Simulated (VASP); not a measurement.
Data:

```
NaCl
1.0
    0.00000     2.47042     2.47042
    2.47042     0.00000     2.47042
    2.47042     2.47042     0.00000
Na Cl
1 1
Direct
  0.00000   0.00000   0.00000
  0.50000   0.50000   0.50000
```

The numbers are results of LDA (Ceperley-Alder, Perdew-Zunger), VASP's LDA PAW potentials (set 64) (plane waves; VASP 6.6.1), not measurements. Run with 500 eV cut-off, 9×9×9 Γ-centred mesh, Gaussian smearing of 0.050 eV, potentials Na_pv Cl.

**Question.** What does the run give for the energy per atom (σ→0), pressure, band gap (on the k-mesh) with the smallest direct gap where there is one?

**Answer.** 
* **band gap (on the k-mesh)**: 6.75 eV
* **smallest direct gap (on the k-mesh)**: 6.75 eV
* **energy per atom (σ→0)**: -332.3 kJ/mol of atoms
* **pressure**: 199.4 kbar

Only differences to runs with the same potentials and settings are physical.

The compound is NaCl in the rock salt structure. It was relaxed first under an external pressure of 20 GPa.
